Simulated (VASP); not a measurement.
Input:

```yaml
crystal:
  lattice:
    - [1.98438, -3.43704, 0.00000]
    - [1.98438, 3.43704, 0.00000]
    - [0.00000, 0.00000, 6.45036]
  atoms:
    - { symbol: Cd, position: [0.66667, 0.33333, 0.50009] }
    - { symbol: Cd, position: [0.33333, 0.66667, 0.00009] }
    - { symbol: S, position: [0.66667, 0.33333, 0.87691] }
    - { symbol: S, position: [0.33333, 0.66667, 0.37691] }
```

All values below come from PBEsol GGA, VASP's PBE PAW potentials (set 64) (plane waves; VASP). Numerical set-up: 500 eV cut-off, 7×7×4 Γ-centred mesh, Gaussian smearing of 0.050 eV, potentials Cd S.

Estimate the energy per atom (σ→0), pressure.

- energy per atom (σ→0) = -321.1 kJ/mol of atoms
- pressure = 9.93 GPa

Total energies compare only between runs with the same potentials, cut-off and functional.

The compound is CdS in the wurtzite structure. It was relaxed first under an external pressure of 10 GPa.
